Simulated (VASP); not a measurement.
# ZnGeSb2 with PBE: from relaxation to properties, part 2 of 2

Aim: relax ZnGeSb2, then compute properties on the relaxed cell. The cell is invented: it takes the structure of a Materials Project entry for ZnGeP2 (space group 115 there), with some of its atoms replaced by other elements, volume scaled by an estimate. It may not be a known or stable phase.

VASP 6.6.1, plane waves and PAW; the level of theory is named at each step.

So far. Step 5 (Band structure (PBE)): There is no gap at this level. Step 6 (Total and projected DOS (PBE)): The finer mesh and the other smearing move the Fermi level by -0.09 eV from the 6×6×5 run, one measure of the sampling error in the zero of the bands above.

### 7. Bands along the symmetry lines (TB-mBJ)

This step: TB-mBJ; plane waves and PAW (Sb, Ge_d, Zn); invented cell (VASP 6.6.1).

Levels along the symmetry lines show where the bands peak and cross; KPOINTS_OPT computes them in the converged potential. TB-mBJ is a local potential fitted to gaps: it costs far less than a hybrid but gives no energy.

Input file INCAR:

```
SYSTEM = ZnGeSb2
PREC = Accurate
ENCUT = 410
EDIFF = 1E-06
NELM = 150
ISMEAR = 0
SIGMA = 0.05
LREAL = .FALSE.
ALGO = Normal
METAGGA = MBJ
LASPH = .TRUE.
NBANDS = 32
LORBIT = 11
LWAVE = .FALSE.
LCHARG = .FALSE.
KPAR = 2
```

Input file POSCAR:

```
ZnGeSb2
1.0
    4.3849205807      0.0000000000      0.0000000000
    0.0000000000      4.3849205807      0.0000000000
    0.0000000000      0.0000000000      6.1358124824
Sb Ge Zn
2 1 1
Direct
    0.0000000000      0.5000000000      0.2382535967
    0.5000000000      0.0000000000      0.7617464033
    0.5000000000      0.5000000000      0.5000000000
    0.0000000000      0.0000000000      0.0000000000
```

Input file KPOINTS:

```
Automatic mesh
0
Gamma
6 6 5
0 0 0
```

Input file KPOINTS_OPT:

```
Line mode
16
Line-mode
Reciprocal
  0.00000000   0.00000000   0.00000000 GAMMA
  0.00000000   0.50000000   0.00000000 X

  0.00000000   0.50000000   0.00000000 X
  0.50000000   0.50000000   0.00000000 M

  0.50000000   0.50000000   0.00000000 M
  0.00000000   0.00000000   0.00000000 GAMMA

  0.00000000   0.00000000   0.00000000 GAMMA
  0.00000000   0.00000000   0.50000000 Z

  0.00000000   0.00000000   0.50000000 Z
  0.00000000   0.50000000   0.50000000 R

  0.00000000   0.50000000   0.50000000 R
  0.50000000   0.50000000   0.50000000 A

  0.50000000   0.50000000   0.50000000 A
  0.00000000   0.00000000   0.50000000 Z

  0.00000000   0.50000000   0.00000000 X
  0.00000000   0.50000000   0.50000000 R

  0.50000000   0.50000000   0.00000000 M
  0.50000000   0.50000000   0.50000000 A
```

The projector-augmented-wave data sets are Sb, Ge_d and Zn (PBE family, release 64).

Command:

```console
> mpirun -np 2 vasp_std
```

Run time: 97 s. Hardware: 2 MPI ranks of Intel Xeon 6975P-C (Granite Rapids), shared host; peak memory 0.55 GiB; 3.2 min of CPU time.

This functional is a potential without an energy, so its energies, forces and stress mean nothing and are not read. The PAW data sets were made with PBE, which is usual practice but a small mismatch for other functionals.

Numbers from this step:

| Property | Result |
| --- | --- |
| SCF cycles | 36 |
| irreducible k-points | 30 |
| Fermi energy | 4.215 eV |

The electronic bands at the labelled points (eV, zero at the Fermi level; # counts the bands kept):

| point | #8 | #9 | #10 | #11 | #12 | #13 | #14 | #15 |
| --- | --- | --- | --- | --- | --- | --- | --- | --- |
| Γ | -2.72 | -0.28 | -0.16 | 0.11 | 0.11 | 1.37 | 2.42 | 2.73 |
| 0.53 of the way | -2.56 | -2.39 | -1.46 | -0.16 | 0.89 | 2.78 | 3.11 | 3.53 |
| X | -3.23 | -2.79 | -1.99 | -0.52 | 1.16 | 3.52 | 3.62 | 3.91 |
| 0.53 of the way | -3.18 | -2.69 | -2.60 | -1.56 | 1.30 | 2.43 | 2.74 | 3.43 |
| M | -3.26 | -2.51 | -2.51 | -1.59 | 0.43 | 1.66 | 1.66 | 2.48 |
| 0.53 of the way | -3.23 | -2.72 | -1.52 | -1.18 | 1.45 | 2.42 | 3.62 | 4.40 |
| Γ | -2.72 | -0.28 | -0.16 | 0.11 | 0.11 | 1.37 | 2.42 | 2.73 |
| 0.53 of the way | -2.52 | -1.95 | -0.54 | -0.54 | 0.69 | 1.43 | 3.11 | 3.43 |
| Z | -2.28 | -2.28 | -1.04 | -1.04 | 1.10 | 1.13 | 3.68 | 3.75 |
| 0.53 of the way | -2.10 | -1.99 | -1.35 | -0.75 | 0.93 | 2.93 | 3.06 | 3.60 |
| R | -1.95 | -1.56 | -0.74 | -0.44 | -0.28 | 2.08 | 3.05 | 3.46 |
| 0.47 of the way | -3.43 | -2.08 | -2.03 | -1.32 | 1.52 | 2.97 | 3.10 | 4.47 |
| A | -3.74 | -2.99 | -2.99 | -2.42 | 2.64 | 4.00 | 4.00 | 4.17 |
| 0.47 of the way | -3.33 | -2.86 | -1.22 | -1.07 | 1.67 | 2.35 | 4.04 | 4.16 |
| Z | -2.28 | -2.28 | -1.04 | -1.04 | 1.10 | 1.13 | 3.68 | 3.75 |
| jump to X | -3.23 | -2.79 | -1.99 | -0.52 | 1.16 | 3.52 | 3.62 | 3.91 |
| 0.47 of the way | -2.62 | -1.97 | -1.82 | -0.49 | 0.71 | 3.15 | 3.33 | 3.52 |
| R | -1.95 | -1.56 | -0.74 | -0.44 | -0.28 | 2.08 | 3.05 | 3.46 |
| jump to M | -3.26 | -2.51 | -2.51 | -1.59 | 0.43 | 1.66 | 1.66 | 2.48 |
| 0.47 of the way | -3.50 | -2.74 | -2.74 | -1.98 | 1.17 | 2.40 | 2.40 | 3.36 |
| A | -3.74 | -2.99 | -2.99 | -2.42 | 2.64 | 4.00 | 4.00 | 4.17 |

Of the projections kept (Sb, Ge, Zn), the largest for each band there; the rest of the weight can lie on other orbitals:

| point | #8 | #9 | #10 | #11 | #12 | #13 | #14 | #15 |
| --- | --- | --- | --- | --- | --- | --- | --- | --- |
| Γ | Sb 0.55 | Sb 0.54 | Sb 0.60 | Sb 0.72 | Sb 0.72 | Sb 0.52 | Zn 0.57 | Ge 0.45 |
| X | Sb 0.58 | Sb 0.56 | Sb 0.51 | Sb 0.72 | Sb 0.54 | Zn 0.50 | Ge 0.50 | Sb 0.58 |
| M | Sb 0.51 | Sb 0.59 | Sb 0.59 | Sb 0.70 | Sb 0.59 | Sb 0.45 | Sb 0.45 | Zn 0.56 |
| Γ | Sb 0.55 | Sb 0.54 | Sb 0.60 | Sb 0.72 | Sb 0.72 | Sb 0.52 | Zn 0.57 | Ge 0.45 |
| Z | Sb 0.50 | Sb 0.50 | Sb 0.71 | Sb 0.71 | Sb 0.64 | Ge 0.64 | Zn 0.51 | Sb 0.50 |
| R | Sb 0.51 | Sb 0.55 | Sb 0.65 | Sb 0.72 | Sb 0.57 | Zn 0.48 | Sb 0.48 | Ge 0.48 |

There is no gap at this level.

### 8. Zone-centre phonons (PBE)

This step: PBE; plane waves and PAW (Sb, Ge_d, Zn); invented cell (VASP 6.6.1).

Zone-centre modes test whether the atoms sit at a minimum within this cell. IBRION = 8 takes the force constants from linear response, which needs tightly converged orbitals.

Input file INCAR:

```
SYSTEM = ZnGeSb2
PREC = Accurate
ENCUT = 410
EDIFF = 1E-08
NELM = 100
ISMEAR = 1
SIGMA = 0.2
LREAL = .FALSE.
ALGO = Normal
GGA = PE
NBANDS = 24
LORBIT = 11
LWAVE = .FALSE.
LCHARG = .FALSE.
KPAR = 2
IBRION = 8
ISIF = 2
```

POSCAR is that of step 7.

Input file KPOINTS:

```
Automatic mesh
0
Gamma
9 9 7
0 0 0
```

Command:

```console
> mpirun -np 2 vasp_std
```

Elapsed: 10 min, on 2 MPI ranks; peak memory 1.5 GiB.

Energies printed during the response cycles are not total energies of the cell.

Numbers from this step:

| Property | Result |
| --- | --- |
| bands | 24 |
| irreducible k-points | 60 |
| pressure of the cell | -0.005202 GPa |
| largest force of the cell | 0.006217 eV/Å |
| Fermi energy | 4.135 eV |

The modes at Γ (shares of kinetic energy by element, %):

| mode | frequency (cm⁻¹) | symmetry | Sb % | Ge % | Zn % |
| --- | --- | --- | --- | --- | --- |
| 1 | -0.7 | acoustic | 64 | 19 | 17 |
| 2 | -0.6 | acoustic | 64 | 19 | 17 |
| 3 | -0.6 | acoustic | 64 | 19 | 17 |
| 4 | 49.3 | E | 61 | 17 | 23 |
| 5 | 49.3 | E | 61 | 17 | 23 |
| 6 | 147.3 | A1 | 100 | 0 | 0 |
| 7 | 165.9 | B | 13 | 4 | 83 |
| 8 | 188.9 | E | 38 | 52 | 10 |
| 9 | 188.9 | E | 38 | 52 | 10 |
| 10 | 204.5 | E | 38 | 12 | 50 |
| 11 | 204.5 | E | 38 | 12 | 50 |
| 12 | 219.1 | B | 23 | 77 | 0 |

Displacements in mode 5 (49.3 cm⁻¹), the largest set to 1:
```
Sb1 -0.29  0.83  0.00
Sb2  0.28 -0.86  0.00
Ge3 -0.27 -0.82  0.00
Zn4  0.33  1.00  0.00
```

Displacements in mode 10 (204.5 cm⁻¹), the largest set to 1:
```
Sb1  0.01  0.60  0.00
Sb2  0.02  0.21  0.00
Ge3 -0.02 -0.46  0.00
Zn4 -0.04 -1.00  0.00
```

The three acoustic modes lie within 0.7 cm⁻¹ of zero, and all others are real. By the characters of their eigenvectors the optical modes sort into (cm⁻¹) Raman active: E 49, A1 147, B 166, E 189, E 204, B 219; infrared active: E 49, B 166, E 189, E 204, B 219. In this point group the infrared-active B modes are B2 and the others B1.

### 9. Bands along the symmetry lines (PBE), changed input

Levels along the symmetry lines show where the bands peak and cross; KPOINTS_OPT computes them in the converged potential. Some settings are moved from the usual, to see what they do.

Input file INCAR:

```
SYSTEM = ZnGeSb2
PREC = Accurate
ENCUT = 200
EDIFF = 1E-06
NELM = 100
ISMEAR = 0
SIGMA = 0.05
LREAL = .FALSE.
ALGO = Normal
GGA = PE
NBANDS = 32
LORBIT = 11
LWAVE = .FALSE.
LCHARG = .FALSE.
KPAR = 2
```

POSCAR is that of step 8.

Input file KPOINTS:

```
Automatic mesh
0
Gamma
2 2 2
0 0 0
```

KPOINTS_OPT is that of step 7.

Command:

```console
> mpirun -np 2 vasp_std
```

It took 13 s on 2 MPI ranks; peak memory 0.28 GiB; 24 s of CPU time.

The run converged; its settings lie outside those of the reference runs, so its numbers are set aside.

Against the sound run on this cell (band structure (PBE)) the energy at zero smearing moves by +887.2 meV an atom and the pressure by -36.38 GPa.

Settings moved from the usual: ENCUT = 200 and k-mesh = 2×2×2.

The mesh holds 6 irreducible points against 30. The cutoff falls from 410 to 200 eV, which shrinks the basis; the stress suffers most (Pulay stress), and PAW energies need not rise evenly as the basis shrinks.

### 10. What came out

- relaxed volume: 29.49 Å³/atom
- relaxed conventional cell a, b, c: 4.385, 4.385, 6.136 Å
- space group after relaxing, within 0.02 Å: P-4m2 (No. 115)
- band gap: none, a metal
- DOS at the Fermi level: 0.268 states/eV/cell
- band gap (TB-mBJ): none, a metal
- highest zone-centre mode: 219 cm⁻¹

With PBE, ZnGeSb2 relaxes to 29.49 Å³/atom in space group P-4m2 (held by the symmetry of the run) and comes out as a metal. Band structure (PBE): Of the bands kept, 2 cross the Fermi level on this path. Bands along the symmetry lines (TB-mBJ): Of the bands kept, 3 cross the Fermi level on this path. Zone-centre phonons (PBE): The highest mode in this list at Γ, 219.1 cm⁻¹, is mostly motion of Ge (77 % of the kinetic energy). The other levels ran on the cell relaxed with PBE, and without spin-orbit coupling unless named. Spin-orbit coupling is left out, and with elements this heavy it would split and shift bands near the Fermi level. The k-sampling is coarse for a metal, so the Fermi level, pressures and the shape of the cell carry errors. Modes at Γ alone can't show that the crystal is stable at other wave vectors. No search among competing phases was made. All values are for a static lattice at zero temperature.

[Lines on the potential files, build, host, timing and source positions are cut from VASP's logs without a mark.]

[Logs are printed without paths, hosts, clocks, repeated set-up lines and the standing remarks that a program may print on its own settings, such as how far it seeks lower states.]

[Hosts, paths, dates, database ids (printed as entryN), source tags and the programs' standing remarks are cut or masked in the printed files.]

[A measured line is paired with the nearest computed mode of its activity, which favours agreement.]
